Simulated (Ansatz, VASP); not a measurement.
## Fe in two plane-wave programs

One calculation is typed for both programs; each brings its own data sets and cutoff. How far apart do they land? The cell is a member of a volume series, scaled by 1.015 from a relaxed one, so a pressure remains.

Calculated with Ansatz 0.2.0; plane waves, with VASP 6.6.1 beside it; single point at PBEsol, single point at LDA and single point at PBEsol with D3(BJ).

## Step 1: Starting point

Symmetry: Im-3m, No. 229, cubic system. The conventional cell has a = 2.804 Å, b = 2.804 Å, c = 2.804 Å, α = 90.00°, β = 90.00°, γ = 90.00°. Nearest to Fe lie 8 Fe at 2.43 Å.

Structure file:

```cif
data_structure
_symmetry_space_group_name_H-M 'Im-3m'
_symmetry_Int_Tables_number 229
_cell_length_a 2.8036
_cell_length_b 2.8036
_cell_length_c 2.8036
_cell_angle_alpha 90.000
_cell_angle_beta 90.000
_cell_angle_gamma 90.000
_cell_volume 22.04
loop_
_atom_site_label
_atom_site_type_symbol
_atom_site_symmetry_multiplicity
_atom_site_Wyckoff_symbol
_atom_site_fract_x
_atom_site_fract_y
_atom_site_fract_z
_atom_site_occupancy
Fe1 Fe 2 a 0.00000 0.00000 0.00000 1
```

## Step 2: VASP: single point, PBEsol, volume scaled by 1.015

A single point gives forces, pressure and levels at one fixed geometry, so differences don't come from the geometry; what else differs is listed under the comparison.

Lines of VASP's logs that name or quote its potential files are left out, and so is its time.

The input asks for a relaxation, which ended at its first step since no free force or stress exceeded the threshold; so it serves as a single point.

Contents of INCAR:

```
SYSTEM = Fe
PREC = Accurate
ENCUT = 450
EDIFF = 1E-06
NELM = 100
ISMEAR = 1
SIGMA = 0.1
LREAL = .FALSE.
ALGO = Normal
GGA = PS
NBANDS = 10
ISPIN = 2
MAGMOM = 3
LMAXMIX = 4
LORBIT = 11
LWAVE = .FALSE.
LCHARG = .FALSE.
KPAR = 2
IBRION = 2
NSW = 30
ISIF = 4
EDIFFG = -0.01
```

Contents of POSCAR:

```
Fe
1.0
   -1.4017784351      1.4017784351      1.4017784351
    1.4017784351     -1.4017784351      1.4017784351
    1.4017784351      1.4017784351     -1.4017784351
Fe
1
Direct
    0.0000000000      0.0000000000      0.0000000000
```

Contents of KPOINTS:

```
Automatic mesh
0
Gamma
14 14 14
0 0 0
```

Potentials, in the order of the species: Fe (PBE family, release 64).

On the command line:

```sh
> mpirun -np 2 vasp_std
```

Numbers of over 12 decimals in the logs are rounded to 6 here.

Log:

```text
[banner, memory and clock lines left out]
running    2 mpi-ranks, on    1 nodes
 distrk:  each k-point on    1 cores,    2 groups
 distr:  one band on    1 cores,    1 groups

 POSCAR found type information on POSCAR Fe
 POSCAR found :  1 types and       1 ions
|                                                                             |
|               ----> ADVICE to this user running VASP <----                  |
|                                                                             |
|     You enforced a specific xc type in the INCAR file but a different       |
|     [... a line on the potential file left out ...]
|     I HOPE YOU KNOW WHAT YOU ARE DOING!                                     |
|                                                                             |

 LDA part: xc-table for (Slater+PW92), standard interpolation
 POSCAR, INCAR and KPOINTS ok, starting setup
 FFT: planning ... GRIDC
 FFT: planning ... GRID_SOFT
 FFT: planning ... GRID
 WAVECAR not read
 entering main loop
       N       E                     dE             d eps       ncg     rms          rms(c)
DAV:   1     0.148230147620E+02    0.14823E+02   -0.37650E+03  4430   0.880E+02
DAV:   2    -0.955463187182E+01   -0.24378E+02   -0.22517E+02  4198   0.124E+02
DAV:   3    -0.997143015951E+01   -0.41680E+00   -0.41534E+00  4650   0.211E+01
DAV:   4    -0.997318087690E+01   -0.17507E-02   -0.17506E-02  4516   0.121E+00
DAV:   5    -0.997319388838E+01   -0.13011E-04   -0.13011E-04  4530   0.103E-01    0.125E+01
DAV:   6    -0.898641027408E+01    0.98678E+00   -0.11927E+01  4502   0.523E+01    0.543E+00
DAV:   7    -0.893316855013E+01    0.53242E-01   -0.60585E-01  4548   0.115E+01    0.335E+00
DAV:   8    -0.892359120533E+01    0.95773E-02   -0.46022E-03  4982   0.584E-01    0.136E+00
DAV:   9    -0.891521945707E+01    0.83717E-02   -0.53057E-03  5996   0.531E-01    0.256E-01
DAV:  10    -0.891492788315E+01    0.29157E-03   -0.39907E-04  4696   0.221E-01    0.538E-02
DAV:  11    -0.891494088241E+01   -0.12999E-04   -0.23465E-05  4438   0.538E-02    0.261E-02
DAV:  12    -0.891494579399E+01   -0.49116E-05   -0.17804E-06  4328   0.186E-02    0.199E-02
DAV:  13    -0.891494379295E+01    0.20010E-05   -0.13314E-06  3180   0.145E-02    0.693E-03
DAV:  14    -0.891494344182E+01    0.35113E-06   -0.11613E-07  2106   0.503E-03
   1 F= -.89149434E+01 E0= -.89152507E+01  d E =-.891494E+01  mag=     2.1817
 curvature:   0.00 expect dE= 0.000E+00 dE for cont linesearch  0.000E+00
 trial: gam= 0.00000 g(F)=  0.853E-62 g(S)=  0.227E-33 ort = 0.000E+00 (trialstep = 0.100E+01)
 search vector abs. value=  0.100E-09
 reached required accuracy - stopping structural energy minimisation
```

OUTCAR, selected parts (step 2):

```text
ion  position               nearest neighbor table
   1  0.000  0.000  0.000-

  LATTYP: Found a body centered cubic cell.
 ALAT       =     2.8035568702

 Subroutine GETGRP returns: Found 48 space group operations
 (whereof 48 operations were pure point group operations)

The static configuration has the point symmetry O_h .

 Found    104 irreducible k-points:

   k-points           NKPTS =    104   k-points in BZ     NKDIM =    104   number of bands    NBANDS=     10

   dimension x,y,z NGX =    18 NGY =   18 NGZ =   18
   dimension x,y,z NGXF=    36 NGYF=   36 NGZF=   36

   ENCUT  =  450.0 eV  33.07 Ry    5.75 a.u.   4.20  4.20  4.20*2*pi/ulx,y,z

   NELECT =       8.0000    total number of electrons

 k-points in reciprocal lattice and weights: Automatic mesh
   0.00000000  0.00000000  0.00000000       0.000
   0.07142857  0.00000000  0.00000000       0.004
   0.14285714  0.00000000  0.00000000       0.004
   0.21428571  0.00000000  0.00000000       0.004
   0.28571429  0.00000000  0.00000000       0.004
   0.35714286  0.00000000  0.00000000       0.004
   0.42857143  0.00000000  0.00000000       0.004
   0.50000000  0.00000000  0.00000000       0.002
   0.07142857  0.07142857  0.00000000       0.009
[...]
0.50000000  0.50000000  0.42857143       0.004
   0.50000000  0.50000000  0.50000000       0.000

 average (electrostatic) potential at core
       1 -42.8931

 E-fermi :   5.9737

 spin component 1
 k-point     1 :       0.0000    0.0000    0.0000
  band No.  band energies     occupation
    ...
      2       3.6026      1.00000
      3       3.6026      1.00000
      4       3.6026      1.00000
      5       4.9639      1.00000
      6       4.9639      1.00000
      7      31.2027      0.00000
      8      31.2027      0.00000
      9      31.2027      0.00000
     10      36.5163      0.00000

 k-point     2 :       0.0714    0.0000    0.0000
  band No.  band energies     occupation
    ...
      2       3.5417      1.00000
      3       3.5970      1.00000
      4       3.7218      1.00000
      5       4.9034      1.00000
      6       4.9689      1.00000
      7      29.8829      0.00000
      8      30.8947      0.00000
      9      31.0718      0.00000
     10      35.8008      0.00000

 k-point     3 :       0.1429    0.0000    0.0000
  band No.  band energies     occupation
    ...
      2       3.3735      1.00000
      3       3.5545      1.00000
      4       4.0650      1.00000
      5       4.7870      1.00000
      6       4.9856      1.00000
      7      27.0610      0.00000
      8      29.8051      0.00000
      9      30.7712      0.00000
     10      34.0509      0.00000

 k-point     4 :       0.2143    0.0000    0.0000
  band No.  band energies     occupation
    ...
      2       3.1370      1.00000
      3       3.4663      1.00000
      4       4.5872      1.00000
      5       4.7468      1.00000
      6       5.0170      1.00000
      7      23.7558      0.00000
      8      28.2442      0.00000
      9      30.4472      0.00000
     10      31.7185      0.00000

 k-point     5 :       0.2857    0.0000    0.0000
  band No.  band energies     occupation
    ...
      2       2.8828      1.00000
      3       3.5533      1.00000
      4       4.8229      1.00000
      5       5.0620      1.00000
      6       5.2090      1.00000
      7      20.4024      0.00000
      8      26.7364      0.00000
      9      29.6724      0.00000
     10      30.1784      0.00000

 k-point     6 :       0.3571    0.0000    0.0000
  band No.  band energies     occupation
    ...
      2       2.6608      1.00000
      3       4.2580      1.00000
      4       4.9760      1.00000
      5       5.1124      1.00000
      6       5.8163      1.02429
      7      17.2711      0.00000
      8      25.5406      0.00000
      9      28.0396      0.00000
     10      29.9876      0.00000

  Total       -0.2341176     -0.2341176     -0.2341176      0.0000000      0.0000000      0.0000000
  in kB      -34.0444669    -34.0444669    -34.0444669      0.0000000      0.0000000      0.0000000
  external PRESSURE =     -34.0444669 kB  Pullay stress =       0.0000000 kB

  energy-cutoff  :      450.00
  volume of cell :       11.02
      direct lattice vectors                 reciprocal lattice vectors
    -1.401778435  1.401778435  1.401778435     0.000000000  0.356689750  0.356689750
     1.401778435 -1.401778435  1.401778435     0.356689750  0.000000000  0.356689750
     1.401778435  1.401778435 -1.401778435     0.356689750  0.356689750  0.000000000

 POSITION                                       TOTAL-FORCE (eV/Angst)
 -----------------------------------------------------------------------------------
      0.00000      0.00000      0.00000        -0.000000     -0.000000     -0.000000
 -----------------------------------------------------------------------------------
    total drift:                                0.000000     -0.000000      0.000000

  FREE ENERGIE OF THE ION-ELECTRON SYSTEM (eV)
  ---------------------------------------------------
  free  energy   TOTEN  =        -8.9149434418 eV

  energy  without entropy=       -8.9158651133  energy(sigma->0) =       -8.91525067

 reached required accuracy - stopping structural energy minimisation

 total charge
# of ion       s       p       d       tot
------------------------------------------
    1        0.504   0.570   6.265   7.339

 magnetization (x)
# of ion       s       p       d       tot
------------------------------------------
    1       -0.012  -0.043   2.218   2.162

[... 6 further parts left out ...]
```

## Step 3: Ansatz: single point, PBEsol, volume scaled by 1.015

Ansatz runs on its default PAW (the set named soft_2) files.

The same cell, functional, mesh and smearing now go to Ansatz, which takes its cutoff from its data sets.

Contents of input.yaml:

```yaml
crystal:
  lattice:
    - [-1.40177844, 1.40177844, 1.40177844]
    - [1.40177844, -1.40177844, 1.40177844]
    - [1.40177844, 1.40177844, -1.40177844]
  atoms:
    - { symbol: Fe, position: [0.0, 0.0, 0.0], spin: 3.0 }
hamiltonian:
  xc: pbesol
  pseudopotentials: { kind: paw }
magnetization:
  spin_polarized: true
kpoints:
  mp_grid: { grid: [14, 14, 14] }
scf:
  occupations: { method: methfessel_paxton, width: 0.1 }
  n_extra_bands: 7
output:
  forces: true
  stress: true
  eigenvalues: true
  write_density: true
  write_potential: true
  elf: true
  volumetric_format: npy
```

On the command line:

```sh
> ansatz run input.yaml --threads 2 --pin off --max-ram 4608MiB --backend cpu --events-out ev --progress --plain --runs-dir out
```

Log:

```text
scf.n_extra_bands = 7 over 8 filled bands (N_el = 16.0): the run solves 15 bands
Engine: ansatz 0.2.0, aarch64-unknown-linux-gnu
Pseudopotentials: kind: paw
Pseudopotential: Fe, paw, valence charge 16, recommended cutoff 420 eV (normal), Fe.paw.azcp
Functional definition: PBEsol
  exchange = pbesol_x
  correlation = pbesol_c
Crystal: 1 atoms, lattice volume = 11.018 Å³
Basis set: ecut = 420 eV, 201 PW (Γ), exchange–correlation on 36×36×36 points (8 copies of the dense FFT grid, shifted against one another)
Bands: 15, of which v1, the nominal top of the filled ones, is band 8 counted from 1 (7 counted from 0)
Symmetry: 48 space group operations
Space group: Im-3m (ITA 229), of the structure as read, at distance tolerance 2.2e-5 Å
Magnetic group: BNS 229.140 (UNI 1642), of the structure as read, at distance tolerance 2.2e-5 Å
k-points: 104 of 2744
Non-local potential: Fe, projectors of the file, l = 0: 3, l = 1: 2, l = 2: 3, l = 3: 1
PAW form: soft (Blöchl's): semilocal exchange-correlation on the pseudo side does not see the compensation charge
PAW frozen core: Fe, regenerated for the run's functional, and the local potential with it (the file was generated under x = pbe(κ = 0.804, μ = 0.219515), c = pbe(β = 0.066725))
PAW one-centre angular grid: Fe, 590 points (default); XC on 64 Gauss nodes
Initial density: superposition of atomic densities (chi_scale 0.1, normalization cell)
Starting moments: Σ|m| = 3 μB on 1 of 1 site
Initial wavefunctions: pseudopotential atomic-orbital guess
Functional: x = pbesol(κ = 0.804, μ = 0.123457), c = pbesol(β = 0.046)
SCF iter   1: F=—  HF=-4449.188947 eV  |F-HF|=—  |Δ(HF+E_count)|=         —  Δρ=1.59e-1 (↑1.59e-1 ↓5.38e-2)  dr2=2.19e0  dr2_m=6.51e-1  M=2.082 μB ∫|m|=2.101 μB  β_m=0.30  ethr=3.10e-3  ⟨swp⟩=4.9  Hψ=14979  notcnv=0
Mixer restart at iter 1: flushing history
preconditioner: auto → none  [metal: Δε(μ)=0.003 eV  Ē_g=17.044 eV  σ=0.100 eV  W_gap=0.02  n_scr=0 (ndim 8)  ℏωp=31.6 eV  f_vac=0.000  D(μ)=1.05/eV (n_scr^D=12)]
SCF iter   2: F=—  HF=-4448.205439 eV  |F-HF|=—  |Δ(HF+E_count)|=   9.84e-1  Δρ=4.48e-2 (↑2.71e-2 ↓4.48e-2)  dr2=4.63e-2  dr2_m=1.14e-1  M=2.187 μB ∫|m|=2.238 μB  β_m=0.30  ethr=3.10e-3  ⟨swp⟩=3.5  Hψ=7692  notcnv=0  defer=391
SCF iter   3: F=—  HF=-4448.471845 eV  |F-HF|=—  |Δ(HF+E_count)|=   2.66e-1  Δρ=2.94e-2 (↑2.46e-2 ↓2.94e-2)  dr2=2.34e-3  dr2_m=7.19e-2  M=2.160 μB ∫|m|=2.218 μB  β_m=0.56  ethr=2.89e-4  ⟨swp⟩=2.6  Hψ=6138  notcnv=0  defer=393
SCF iter   4: F=—  HF=-4448.763522 eV  |F-HF|=—  |Δ(HF+E_count)|=   2.92e-1  Δρ=1.27e-2 (↑7.41e-3 ↓1.27e-2)  dr2=1.14e-2  dr2_m=6.53e-3  M=2.162 μB ∫|m|=2.236 μB  β_m=0.67  ethr=1.47e-5  ⟨swp⟩=2.1  Hψ=5999  notcnv=0  defer=393
SCF iter   5: F=—  HF=-4448.841455 eV  |F-HF|=—  |Δ(HF+E_count)|=   7.79e-2  Δρ=3.87e-3 (↑3.87e-3 ↓3.82e-3)  dr2=3.67e-3  dr2_m=2.36e-4  M=2.160 μB ∫|m|=2.241 μB  β_m=0.84  ethr=1.47e-5  ⟨swp⟩=2.0  Hψ=6066  notcnv=0  defer=393
SCF iter   6: F=—  HF=-4448.849346 eV  |F-HF|=—  |Δ(HF+E_count)|=   7.89e-3  Δρ=7.93e-4 (↑3.74e-4 ↓7.93e-4)  dr2=6.65e-5  dr2_m=1.61e-5  M=2.156 μB ∫|m|=2.238 μB  β_m=0.86  ethr=1.47e-5  ⟨swp⟩=2.6  Hψ=5961  notcnv=0  defer=393
SCF iter   7: F=—  HF=-4448.849435 eV  |F-HF|=—  |Δ(HF+E_count)|=   8.98e-5  Δρ=1.58e-4 (↑1.58e-4 ↓1.48e-4)  dr2=8.40e-9  dr2_m=2.36e-6  M=2.154 μB ∫|m|=2.237 μB  β_m=0.93  ethr=4.15e-7  ⟨swp⟩=2.2  Hψ=4524  notcnv=0  defer=394
SCF iter   8: F=—  HF=-4448.847300 eV  |F-HF|=—  |Δ(HF+E_count)|=         —  Δρ=1.28e-3 (↑1.28e-3 ↓6.60e-4)  dr2=4.11e-5  dr2_m=9.16e-5  M=2.164 μB ∫|m|=2.244 μB  β_m=0.93  ethr=5.25e-11  ⟨swp⟩=2.1  Hψ=4866  notcnv=0  defer=393
Mixer restart at iter 8: flushing history
iteration 8: the input's own smearing fills from here on; a Gaussian of 0.1 eV has filled iterations ahead of it
SCF iter   9: F=—  HF=-4448.847376 eV  |F-HF|=—  |Δ(HF+E_count)|=   7.60e-5  S|Δr|=    0.00e0  Δρ=9.90e-4 (↑9.90e-4 ↓9.86e-4)  dr2=2.70e-4  dr2_m=2.24e-7  M=2.164 μB ∫|m|=2.244 μB  β_m=0.75  ethr=5.25e-11  ⟨swp⟩=4.1  Hψ=7014  notcnv=0  defer=393
SCF iter  10: F=—  HF=-4448.847348 eV  |F-HF|=—  |Δ(HF+E_count)|=   2.73e-5  S|Δr|=    0.00e0  Δρ=1.23e-3 (↑1.23e-3 ↓3.37e-4)  dr2=1.52e-4  dr2_m=2.71e-5  M=2.167 μB ∫|m|=2.247 μB  β_m=0.61  ethr=5.25e-11  ⟨swp⟩=4.2  Hψ=7324  notcnv=0  defer=393
SCF iter  11: F=—  HF=-4448.847322 eV  |F-HF|=—  |Δ(HF+E_count)|=   2.68e-5  S|Δr|=    0.00e0  Δρ=5.41e-4 (↑5.41e-4 ↓1.35e-4)  dr2=2.79e-5  dr2_m=5.66e-6  M=2.167 μB ∫|m|=2.247 μB  β_m=0.76  ethr=5.25e-11  ⟨swp⟩=3.2  Hψ=6235  notcnv=0  defer=393
SCF iter  12: F=—  HF=-4448.847316 eV  |F-HF|=—  |Δ(HF+E_count)|=   5.42e-6  S|Δr|=    0.00e0  Δρ=1.25e-4 (↑1.25e-4 ↓2.88e-5)  dr2=1.47e-6  dr2_m=3.03e-7  M=2.167 μB ∫|m|=2.247 μB  β_m=0.88  ethr=5.25e-11  ⟨swp⟩=3.0  Hψ=6099  notcnv=0  defer=393
SCF iter  13: F=-4448.847316 eV  HF=-4448.847316 eV  |F-HF|=1.68e-8  |Δ(HF+E_count)|=   3.00e-7  S|Δr|=    0.00e0  Δρ=1.40e-5 (↑1.40e-5 ↓2.57e-6)  dr2=1.74e-8  dr2_m=3.79e-9  M=2.167 μB ∫|m|=2.247 μB  ethr=5.25e-11  ⟨swp⟩=8.8  Hψ=18326  notcnv=0
SCF 1 converged in 13 iterations: F = -4448.847316 eV  dr2 = 1.74e-8
  greatest PAW one-centre occupation: 1.002 electrons in one spin orbital (limit 2), on the Fe atom at site 0 (counted from 0), in its partial waves of l = 1
this state was not tested for a lower state beside it, because cold or Methfessel-Paxton smearing, or corrected tetrahedra, fill the levels in a way that the test cannot read (fill_not_monotonic; see scf.lower_state_search)
SCF converged after 13 iterations
Magnetization: 2.1671 μB (9.0836 up, 6.9164 down)
Absolute magnetization: 2.2471 μB (∫|ρ↑−ρ↓|, with the PAW one-centre terms)
Spin contamination: 0.0290 ħ² per cell (⟨S²⟩ above its minimum at these occupations)
Per-site moments (μB) at R_I (Å): [(2.190100, 1.001530)]
Free energy (F): -4448.847316 eV
Harris-Foulkes:  -4448.847316 eV  (|F-HF|=1.68e-8)
Internal energy: -4448.847729 eV  (E = F + TS)
E sigma→0 (E₀):  -4448.847419 eV
Entropy (-TS):   0.000413 eV (0.413 meV/atom)
Fermi energy:    19.080186 eV
--- Per-component energies (eV) ---
  E_band       = -202.290945
  E_kinetic    = 351.646008
  E_local      = -2026.234707  (includes V_loc(G=0)·N_el)
  E_nonlocal   = 219.345489
  E_hartree    = 850.983893
  E_xc         = -117.500816
  E_vxc        = -151.941037  (∫ρ·V_xc dr)
  E_paw        = -1334.710575  (= ΣΔE_a)
  E_vpaw       = -297.067543  (= ΣTr[D̂ρ^β])
  E_aug_tail   = 0.000888  (compensation charges beyond the density's cutoff)
  E_ewald      = -2392.557111
  E_core_change = 0.179202  (= ΣΔE_core)
  E_smearing   = 0.000413  (= −TS)
  E_closure    = 0.000000  (closes the sum)
  Σ components = -4448.847316   (vs F -4448.847316, Δ=0.00e0)
--- Forces (eV/Å), atoms counted from 1 ---
  atom   1  Fe    -0.00000000    -0.00000000    -0.00000000
  max |Σ_I F_I| component: 1.85e-31 eV/Å
--- Stress (GPa, compression-positive) ---
       -3.199317       0.000000       0.000000
        0.000000      -3.199317       0.000000
       -0.000000      -0.000000      -3.199317
  P = ⅓ Tr σ = -3.1993 GPa (-31.993 kbar)
--- Band table (eV; the first three rows and the last of 208) ---
  k-point 0 ↑: bands = [... 4 lower, 10.2839, 16.7141, 16.7141, 16.7141, 18.0562, 18.0562, 43.5982, 43.5982, ... 3 higher]
  k-point 1 ↑: bands = [... 4 lower, 10.5012, 16.6523, 16.7079, 16.8341, 17.9948, 18.0612, 42.4466, 43.3479, ... 3 higher]
  k-point 2 ↑: bands = [... 4 lower, 11.1294, 16.4819, 16.6614, 17.1797, 17.8783, 18.0780, 39.8476, 42.3960, ... 3 higher]
  k-point 103 ↓: bands = [... 4 lower, 15.7819, 15.7819, 21.4756, 21.4756, 21.4756, 29.4056, 29.4056, 29.4056, ... 3 higher]
```

Run time: 2.8 s. Hardware: 2 threads of Arm Neoverse V2, shared host; peak memory 0.29 GiB; 4.7 s of CPU time.

The column dr2 measures how far the density is from self-consistency, as an energy; F and HF (Harris–Foulkes) agree once it is small.

The run ends at a pressure of -3.20 GPa.

## Step 4: Differences

Known differences besides the potentials themselves: the data sets hold 16 valence electrons in Ansatz (default PAW (the set named soft_2) files) and 8 in VASP; the cutoff is 420 eV in Ansatz and 450 eV in VASP; Ansatz makes its cores anew for this functional, VASP keeps those of its PBE data sets; VASP leaves aspherical gradient terms in its spheres out (LASPH is not set), Ansatz keeps them; site moments are counted in spheres of each program's own size. Total energies have different zeros and are not compared.

Both answers:

```
                                        quantity  Ansatz   VASP  difference
                                  pressure (GPa)   -3.20  -3.40       +0.21
pressure without Ansatz's Pulay correction (GPa)   -3.31  -3.40       +0.10
                               total moment (μB)    2.17   2.18       -0.01
                              moment on Fe1 (μB)    2.19   2.16       +0.03
```

Ansatz's pressure holds a Pulay correction of 0.11 GPa; VASP's holds none.

(Continued in part 2 of 2.)

[Lines on the potential files, build, host, timing and source positions are cut from VASP's logs without a mark.]

[Logs are printed without paths, hosts, clocks, repeated set-up lines and the standing remarks that a program may print on its own settings, such as how far it seeks lower states.]

[Hosts, paths, dates, database ids (printed as entryN), source tags and the programs' standing remarks are cut or masked in the printed files.]
